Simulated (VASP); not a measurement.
# CdSb2O4 (I4/mmm) in VASP: a series of runs

The runs below take CdSb2O4 through relaxation of cell and atoms, with PBE.

All numbers are computed with VASP 6.6.1; they aren't measurements. Logs are shortened: lines on timing, memory, paths and dates and some standing lists are left out, and cuts for length are marked.

## (1) The crystal as given

Symmetry: I4/mmm, No. 139, tetragonal system. The conventional cell has a = 6.577 Å, b = 6.577 Å, c = 5.308 Å, α = 90.00°, β = 90.00°, γ = 90.00°. Cd (site symmetry 4/mmm) is surrounded by 12 O at 2.82 to 3.23 Å. Sb (site symmetry -4m2) is surrounded by 2 Sb at 2.65 Å and 8 O at 2.72 Å. O (site symmetry m2m) is surrounded by 4 O at 2.59 to 2.83 Å and 4 Sb at 2.72 Å and 1 Cd at 2.82 Å.

The cell was built by a generator and needn't be a form met in nature.

## (2) Relaxation of cell and atoms, PBE

INCAR reads:

```
SYSTEM = CdSb2O4
PREC = Normal
ENCUT = 520
EDIFF = 1E-4
ISMEAR = 0
SIGMA = 0.15
LREAL = .False.
LASPH = .True.
NELM = 60
ALGO = Fast
ISIF = 3
LWAVE = .False.
LCHARG = .False.
GGA = PE
IBRION = 2
NSW = 24
EDIFFG = -0.08
KPAR = 4
```

KPOINTS reads:

```
Automatic mesh
0
Gamma
  4 4 4
  0 0 0
```

POSCAR reads:

```
CdSb2O4
1.0
   -3.2887069600      3.2887069600      2.6542405100
    3.2887069600     -3.2887069600      2.6542405100
    3.2887069600      3.2887069600     -2.6542405100
Cd Sb O
1 2 4
Direct
    0.0000000000      0.0000000000      0.0000000000
    0.7500000000      0.2500000000      0.5000000000
    0.2500000000      0.7500000000      0.5000000000
    0.3030055100      0.3030055100      0.6060110300
    0.6969944800      0.6969944800      0.3939889700
    0.3030055100      0.6969944800      0.0000000000
    0.6969944800      0.3030055100      0.0000000000
```

Potentials or basis: VASP PAW PBE potentials, release 64 (Cd, Sb, O).

Run with:

```sh
cat potpaw_PBE.64/Cd/POTCAR potpaw_PBE.64/Sb/POTCAR potpaw_PBE.64/O/POTCAR > POTCAR
mpirun -np 4 vasp_std > vasp.out
```

OUTCAR:

```text
SYSTEM = CdSb2O4
   PREC = Normal
   ENCUT = 520
   EDIFF = 1E-4
   ISMEAR = 0
   LREAL = .False.
   LASPH = .True.
   NELM = 60
   ISIF = 3
   GGA = PE
   IBRION = 2
   NSW = 24
   EDIFFG = -0.08

 ion  position               nearest neighbor table
   1  0.000  0.000  0.000-   4 2.82   6 2.82   7 2.82   5 2.82   3 3.55   3 3.55   2 3.55   2 3.55
                             3 3.55   2 3.55   2 3.55   3 3.55
   2  0.750  0.250  0.500-   3 2.65   3 2.65   4 2.72   5 2.72   7 2.72   6 2.72   4 2.72   5 2.72
                             6 2.72   7 2.72   1 3.55   1 3.55   1 3.55   1 3.55
   3  0.250  0.750  0.500-   2 2.65   2 2.65   4 2.72   5 2.72   6 2.72   7 2.72   4 2.72   5 2.72
                             7 2.72   6 2.72   1 3.55   1 3.55   1 3.55   1 3.55
   4  0.303  0.303  0.606-   3 2.72   2 2.72   2 2.72   3 2.72   1 2.82
   5  0.697  0.697  0.394-   2 2.72   3 2.72   3 2.72   2 2.72   1 2.82
   6  0.303  0.697  0.000-   3 2.72   2 2.72   3 2.72   2 2.72   1 2.82
   7  0.697  0.303  0.000-   2 2.72   3 2.72   2 2.72   3 2.72   1 2.82

  LATTYP: Found a body centered tetragonal cell.
 ALAT       =     6.5774139200
 C/A-ratio  =     0.8070772320

  Lattice vectors:

 A1 = (  -3.2887069600,   3.2887069600,   2.6542405100)
 A2 = (   3.2887069600,  -3.2887069600,   2.6542405100)
 A3 = (   3.2887069600,   3.2887069600,  -2.6542405100)

Analysis of symmetry for initial positions (statically):
=====================================================================
 Subroutine PRICEL returns:
 Original cell was already a primitive cell.

 Routine SETGRP: Setting up the symmetry group for a
 body centered tetragonal supercell.

 Subroutine GETGRP returns: Found 16 space group operations
 (whereof 16 operations were pure point group operations)
 out of a pool of 16 trial point group operations.

The static configuration has the point symmetry D_4h.

Analysis of symmetry for dynamics (positions and initial velocities):
=====================================================================
 Subroutine PRICEL returns:
 Original cell was already a primitive cell.

 Routine SETGRP: Setting up the symmetry group for a
 body centered tetragonal supercell.

 Subroutine GETGRP returns: Found 16 space group operations
 (whereof 16 operations were pure point group operations)
 out of a pool of 16 trial point group operations.

The dynamic configuration has the point symmetry D_4h.

 Subroutine INISYM returns: Found 16 space group operations
 (whereof 16 operations are pure point group operations),
 and found     1 'primitive' translations

----------------------------------------------------------------------------------------

                                     Primitive cell

  volume of cell :     114.8287

  direct lattice vectors                    reciprocal lattice vectors
    -3.288706960  3.288706960  2.654240510     0.000000000  0.152035437  0.188377805
     3.288706960 -3.288706960  2.654240510     0.152035437  0.000000000  0.188377805
     3.288706960  3.288706960 -2.654240510     0.152035437  0.152035437  0.000000000

  length of vectors
     5.355014437  5.355014437  5.355014437     0.242076375  0.242076375  0.215010577

  position of ions in fractional coordinates (direct lattice)
     0.000000000  0.000000000  0.000000000
     0.750000000  0.250000000  0.500000000
     0.250000000  0.750000000  0.500000000
     0.303005510  0.303005510  0.606011030
     0.696994480  0.696994480  0.393988970
     0.303005510  0.696994480  0.000000000
     0.696994480  0.303005510  0.000000000

  ion indices of the primitive-cell ions
   primitive index   ion index
                 1           1
                 2           2
                 3           3
                 4           4
                 5           5
                 6           6
                 7           7

----------------------------------------------------------------------------------------

 KPOINTS: Automatic mesh

Automatic generation of k-mesh.
 Grid dimensions read from file:
 generate k-points for:    4    4    4

 Generating k-lattice:

  Cartesian coordinates                     Fractional coordinates (reciprocal lattice)
     0.000000000  0.038008859  0.047094451     0.250000000  0.000000000 -0.000000000
     0.038008859  0.000000000  0.047094451     0.000000000  0.250000000 -0.000000000
     0.038008859  0.038008859  0.000000000     0.000000000  0.000000000  0.250000000

  Length of vectors
     0.060519094  0.060519094  0.053752644

  Shift w.r.t. Gamma in fractional coordinates (k-lattice)
     0.000000000  0.000000000  0.000000000

 Subroutine IBZKPT returns following result:
 ===========================================

 Found     13 irreducible k-points:

 Following reciprocal coordinates:
            Coordinates               Weight
  0.000000  0.000000  0.000000      1.000000
  0.250000  0.000000  0.000000      8.000000
  0.500000  0.000000  0.000000      4.000000
  0.250000  0.250000  0.000000      8.000000
  0.500000  0.250000  0.000000     16.000000
 -0.250000  0.250000  0.000000      4.000000
  0.500000  0.500000  0.000000      2.000000
  0.250000  0.250000  0.250000      2.000000
 -0.250000  0.250000  0.250000      4.000000
  0.500000  0.500000  0.250000      4.000000
 -0.250000  0.500000  0.250000      8.000000
 -0.250000 -0.250000  0.250000      2.000000
  0.500000  0.500000  0.500000      1.000000
   k-points           NKPTS =     13   k-points in BZ     NKDIM =     13   number of bands    NBANDS=     27
   number of dos      NEDOS =    301   number of ions     NIONS =      7
   total plane-waves  NPLWV =  27000
   dimension x,y,z NGX =    30 NGY =   30 NGZ =   30
   dimension x,y,z NGXF=    60 NGYF=   60 NGZF=   60
   ions per type =               1   2   4
   NGX,Y,Z   is equivalent  to a cutoff of   9.31,  9.31,  9.31 a.u.
   NGXF,Y,Z  is equivalent  to a cutoff of  18.63, 18.63, 18.63 a.u.
 SYSTEM =  CdSb2O4
   PREC   = normal    normal or accurate (medium, high low for compatibility)
   ISTART =      0    job   : 0-new  1-cont  2-samecut
   ICHARG =      2    charge: 1-file 2-atom 10-const
   ISPIN  =      1    spin polarized calculation?
   LNONCOLLINEAR =      F non collinear calculations
   LSORBIT =      F    spin-orbit coupling
   LASPH  =      T    aspherical Exc in radial PAW
   ENCUT  =  520.0 eV  38.22 Ry    6.18 a.u.   9.96  9.96  9.96*2*pi/ulx,y,z
   NELM   =     60;   NELMIN=  2; NELMDL= -5     # of ELM steps
   EDIFF  = 0.1E-03   stopping-criterion for ELM
   LREAL  =      F    real-space projection
   EDIFFG = -.8E-01   stopping-criterion for IOM
   NSW    =     24    number of steps for IOM
   IBRION =      2    ionic relax: 0-MD 1-quasi-New 2-CG
   NFREE  =      1    steps in history (QN), initial steepest desc. (CG)
   ISIF   =      3    stress and relaxation
   ISYM   =      2    0-nonsym 1-usesym 2-fastsym
   POTIM  = 0.5000    time-step for ionic-motion
   TEBEG  =    0.0;   TEEND  =   0.0 temperature during run
   PSTRESS=    0.0 pullay stress
   NELECT =      46.0000    total number of electrons
   NUPDOWN=      -1.0000    fix difference up-down
   EMIN   =  10.00;   EMAX   =-10.00  energy-range for DOS
   EFERMI =   0.00;   METHOD = LEGACY
   ISMEAR =     0;   SIGMA  =   0.15  broadening in eV -4-tet -1-fermi 0-gaus
   EFERMI_NEDOS =   21; number of points for ismear=-14 and -15
   IALGO  =     68    algorithm
   IMIX   =      4    mixing-type and parameters
     AMIX     =   0.40;   BMIX     =  1.00
     AMIX_MAG =   1.60;   BMIX_MAG =  1.00
  volume/ion in A,a.u.               =      16.40       110.70
  Fermi-wavevector in a.u.,A,eV,Ry     =   1.206824  2.280566 19.815850  1.456424
  Thomas-Fermi vector in A             =   2.342480
   LORBIT       =      0    0 simple, 1 ext, 2 COOP (PROOUT), +10 PAW based schemes
   GGA     = PE    functional components
   LHFCALC =     F    Hartree Fock is set to
   AEXX    =    0.0000 exact exchange contribution
   IVDW    =     0    specifies the selected vdW correction
   LEPSILON=     F    determine dielectric tensor
   LRPA    =     F    only Hartree local field effects (RPA)
 conjugate gradient relaxation of ions
 non-spin polarized calculation
 RMM-DIIS sequential band-by-band and
 Gauss-broadening in eV      SIGMA  =   0.15
  energy-cutoff  :      520.00
  volume of cell :      114.83
 maximum number of plane-waves:      3122
   NGX = 19   NGY = 19   NGZ = 19

--------------------------------------- Ionic step        1  -------------------------------------------

 number of electron      45.9999979 magnetization

 Free energy of the ion-electron system (eV)
  ---------------------------------------------------
  ext. energy  EPLUGINS =         0.00000000
  ---------------------------------------------------
  free energy    TOTEN  =       -26.94658023 eV

  energy without entropy =      -26.89901588  energy(sigma->0) =      -26.92279806

------------------------ aborting loop because EDIFF is reached ----------------------------------------

  FORCE on cell =-STRESS in cart. coord.  units (eV):
  Direction    XX          YY          ZZ          XY          YZ          ZX
  --------------------------------------------------------------------------------------
  -------------------------------------------------------------------------------------
  Total      -15.9547209    -15.9547209      9.5123520      0.0000000      0.0000000      0.0000000
  in kB     -222.6123088   -222.6123088    132.7235149      0.0000000      0.0000000      0.0000000
  external PRESSURE =    -104.1670342 kB  Pullay stress =       0.0000000 kB
[... 104 lines left out ...]
  FREE ENERGIE OF THE ION-ELECTRON SYSTEM (eV)
  ---------------------------------------------------
  free  energy   TOTEN  =       -31.0350162779 eV

  energy  without entropy=      -31.0293851118  energy(sigma->0) =      -31.03220069

[... ionic steps 4 to 9 ...]

--------------------------------------- Ionic step       10  -------------------------------------------

 number of electron      46.0000009 magnetization

------------------------ aborting loop because EDIFF is reached ----------------------------------------

  FORCE on cell =-STRESS in cart. coord.  units (eV):
  Direction    XX          YY          ZZ          XY          YZ          ZX
  --------------------------------------------------------------------------------------
  -------------------------------------------------------------------------------------
  Total        0.1086242      0.1086242      1.1012673      0.0000000      0.0000000     -0.0000000
  in kB        1.7155448      1.7155448     17.3927434      0.0000000      0.0000000     -0.0000000
  external PRESSURE =       6.9412777 kB  Pullay stress =       0.0000000 kB
[... 67 lines left out ...]
  energy  without entropy=      -32.4477220439  energy(sigma->0) =      -32.45602021

--------------------------------------- Ionic step       12  -------------------------------------------

 number of electron      46.0000003 magnetization

 Free energy of the ion-electron system (eV)
  ---------------------------------------------------
  ext. energy  EPLUGINS =         0.00000000
  ---------------------------------------------------
  free energy    TOTEN  =       -32.46910088 eV

  energy without entropy =      -32.45124068  energy(sigma->0) =      -32.46017078

 E-fermi :   5.5783     XC(G=0): -10.7617

 val. band max:        5.5406554464   @ k =   0.5000   0.5000   0.5000
 cond. band min:       5.6028039190   @ k =  -0.2500  -0.2500   0.2500
 fundamental gap:      0.0621484725
 Fermi energy:         5.5782926177

 k-point     1 :       0.0000    0.0000    0.0000
  band No.  band energies     occupation
      1     -12.9930      2.00000
      2     -11.5489      2.00000
      3     -11.4439      2.00000
      4     -11.4439      2.00000
      5      -2.8622      2.00000
      6      -2.8290      2.00000
[... 413 lines left out ...]
  FREE ENERGIE OF THE ION-ELECTRON SYSTEM (eV)
  ---------------------------------------------------
  free  energy   TOTEN  =       -32.4691008826 eV

  energy  without entropy=      -32.4512406813  energy(sigma->0) =      -32.46017078

 reached required accuracy - stopping structural energy minimisation
```

Run time: 68 s. Hardware: 4 MPI ranks of Intel Xeon Platinum 8259CL at 2.50GHz (Skylake/Cascade Lake), shared host; peak memory 0.2 GiB.

What came out:

```
Free energy                            : -32.4691 eV
Relaxed volume                         : 14.60 Å³/atom
Relaxed cell                           : a = 5.102 Å, b = 5.102 Å, c = 5.102 Å, α = 110.22°, β = 110.22°, γ = 107.99°
Space group after relaxing (to 0.05 Å) : I4/mmm (No. 139)
Energy gained by relaxing              : 788.9 meV/atom
Ionic steps                            : 12
Pressure after relaxing                : 0.3 GPa
Largest force after relaxing           : 0.019 eV/Å
Band gap on the k mesh                 : none (metal or under the smearing width)
```

Forces on the atoms (eV/Å):
```
Cd   0.000  0.000  0.000
Sb   0.000  0.000  0.000
Sb   0.000  0.000  0.000
O   -0.013 -0.013  0.000
O    0.013  0.013  0.000
O    0.013 -0.013  0.000
O   -0.013  0.013  0.000
```

Stress tensor (GPa, compression positive):
```
0.21 0.00 0.00
0.00 0.21 0.00
0.00 0.00 0.45
```

The path:
```tsv
step	energy change (eV)	largest force (eV/Å)	pressure (GPa)	volume (Å³)
1	0.0000	1.6984	-10.42	114.83
2	-3.7626	2.5126	0.09	96.93
3	-4.0884	2.4470	10.00	91.19
4	-5.1326	0.3952	6.16	97.04
5	-5.1326	0.4190	6.14	97.01
6	-5.4023	0.6965	-4.78	105.61
7	-5.4207	0.6423	-2.96	103.76
8	-5.5174	0.1563	0.27	101.78
9	-5.5178	0.1221	0.37	101.67
10	-5.5169	0.0731	0.69	101.45
11	-5.5177	0.1184	0.51	101.62
12	-5.5225	0.0186	0.29	102.17
```

Final structure:
```xyz
7
Lattice="-2.9183 2.9183 2.9992 2.9183 -2.9183 2.9992 2.9183 2.9183 -2.9992" Properties=species:S:1:pos:R:3 pbc="T T T"
Cd    0.0000    0.0000    0.0000
Sb    0.0000    2.9183    1.4996
Sb    2.9183    0.0000    1.4996
O     1.5259    1.5259    0.0000
O     1.3923    1.3923    2.9992
O     1.3923   -1.3923    2.9992
O    -1.3923    1.3923    2.9992
```

Caveat: the k mesh is coarse (spacing up to 0.38 Å⁻¹), so the values aren't converged; the relaxation stopped at a loose force limit of 0.08 eV/Å, so its end isn't a converged minimum.

## (3) Relaxation of cell and atoms, PBE

This run uses another cell than the first one, of the same volume but with other edges.

INCAR is that of step 2.

KPOINTS reads:

```
Automatic mesh
0
Gamma
  5 5 5
  0 0 0
```

POSCAR reads:

```
CdSb2O4
1.0
    1.7500000000      1.0103629700     10.8333333300
   -1.7500000000      1.0103629700     10.8333333300
    0.0000000000     -2.0207259400     10.8333333300
Cd Sb O
1 2 4
Direct
    0.0000000000      0.0000000000      0.0000000000
    0.5725000000      0.5725000000      0.5725000000
    0.4275000000      0.4275000000      0.4275000000
    0.8640000000      0.8640000000      0.8640000000
    0.1360000000      0.1360000000      0.1360000000
    0.7107000000      0.7107000000      0.7107000000
    0.2893000000      0.2893000000      0.2893000000
```

Potentials or basis: VASP PAW PBE potentials, release 64 (Cd, Sb, O).

Run with:

```sh
cat potpaw_PBE.64/Cd/POTCAR potpaw_PBE.64/Sb/POTCAR potpaw_PBE.64/O/POTCAR > POTCAR
mpirun -np 4 vasp_std > vasp.out
```

Run time: 29 min. Hardware: 4 MPI ranks of Intel Xeon Platinum 8259CL at 2.50GHz (Skylake/Cascade Lake), shared host; peak memory 0.68 GiB.

Results (log left out):

```yaml
Free_energy: -35.1609 eV
Relaxed_volume: 16.24 Å³/atom
Relaxed_cell: a = 10.836 Å, b = 10.836 Å, c = 10.836 Å, α = 18.65°, β = 18.65°, γ = 18.65°
Space_group_after_relaxing_to_0.05_Å: R-3m (No. 166)
Energy_gained_by_relaxing: 218.9 meV/atom
Ionic_steps: 22
Pressure_after_relaxing: -0.1 GPa
Largest_force_after_relaxing: 0.031 eV/Å
Band_gap_on_the_k_mesh: 0.19 eV, indirect (least direct gap 1.63 eV)
```

Forces in eV/Å, atoms in the order of the input:
```
Cd   0.000  0.000  0.000
Sb   0.000  0.000  0.018
Sb   0.000  0.000 -0.018
O    0.000  0.000 -0.010
O    0.000  0.000  0.010
O    0.000  0.000  0.031
O    0.000  0.000 -0.031
```

Stress tensor (GPa, compression positive):
```
-0.39  0.00  0.00
 0.00 -0.39  0.00
 0.00  0.00  0.35
```

Step by step:
```csv
step,energy change (eV),largest force (eV/Å),pressure (GPa),volume (Å³)
1,0.0000,3.0675,-11.16,114.93
2,-1.0513,0.1274,11.75,96.90
3,-1.1781,0.9117,4.25,100.94
4,-1.3687,0.5078,0.77,104.81
5,-1.3873,0.3658,-1.00,106.54
6,-1.4206,0.3237,0.22,105.76
7,-1.4309,0.2974,0.84,105.18
8,-1.4317,0.2820,1.31,104.92
9,-1.4434,0.1895,-0.38,106.68
10,-1.4439,0.1775,-0.37,106.45
11,-1.4583,0.1742,-0.29,106.87
12,-1.4900,0.1553,0.16,108.14
13,-1.5120,0.1727,1.18,110.66
14,-1.5280,0.0637,-0.30,113.36
15,-1.5283,0.0774,-0.34,114.28
16,-1.5208,0.1186,-1.95,116.12
17,-1.5271,0.0697,-1.15,114.79
18,-1.5278,0.0563,-1.15,114.52
19,-1.5280,0.0617,-0.94,114.39
20,-1.5283,0.1339,1.24,112.50
21,-1.5325,0.0333,0.74,113.42
22,-1.5320,0.0307,-0.14,113.70
```

Final structure:
```xyz
7
Lattice="1.7559 1.0138 10.6449 -1.7559 1.0138 10.6449 0.0000 -2.0276 10.6449" Properties=species:S:1:pos:R:3 pbc="T T T"
Cd    0.0000    0.0000    0.0000
Sb    0.0000    0.0000   18.3991
Sb    0.0000    0.0000   13.5355
O     0.0000    0.0000   28.1560
O     0.0000    0.0000    3.7785
O     0.0000    0.0000   22.5811
O     0.0000    0.0000    9.3535
```

Levels at points of the mesh, in eV from the valence-band top:
```csv
k point,band 19,band 20,band 21,band 22,band 23,band 24,band 25,band 26,band 27
"(0.00, 0.00, 0.00)",-2.25,-1.97,-1.65,-1.65,-1.44,0.19,1.01,4.69,4.70
```

Caveat: spin-orbit coupling is left out, which moves the levels of the heavy elements; an odd mesh through Γ misses points on the zone boundary, where band edges often lie; the relaxation stopped at a loose force limit of 0.08 eV/Å, so its end isn't a converged minimum. A hybrid or GW would open this gap; PBE tends to underestimate it.

(Continued in part 2 of 2.)
